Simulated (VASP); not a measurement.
Consider the following.

```xyz
2
Lattice="1.3423 -2.2792 0.0000 1.3423 2.2792 0.0000 0.0000 0.0000 4.3874" Properties=species:S:1:pos:R:3 pbc="T T T"
Ru     1.3423     0.7598     1.0968
Ru     1.4077    -0.7598     3.2905
```

The numbers are results of revPBE GGA, VASP's PBE PAW potentials (set 64) (plane waves; VASP 6.6.1), not measurements. Run with 400 eV cut-off, 14×14×8 Γ-centred mesh, first-order Methfessel-Paxton smearing of 0.10 eV, potentials Ru_pv.

Task: Predict the energy per atom (σ→0), pressure, largest force, band gap (on the k-mesh) with the smallest direct gap where there is one.

Result: 
```
Property                                                     Value
------------------------  ----------------------------------------
band gap (on the k-mesh)  none (metal, semimetal or under 0.01 eV)
energy per atom (σ→0)                               -8.666 eV/atom
pressure                                                 11.08 GPa
largest force                                           0.377 eV/Å
```

The compound is Ru in the hcp structure. The cell was not relaxed at this level, atoms are displaced from their ideal sites. The run is one of a series of settings (GGA = RE against the base run), some of them coarse on purpose.
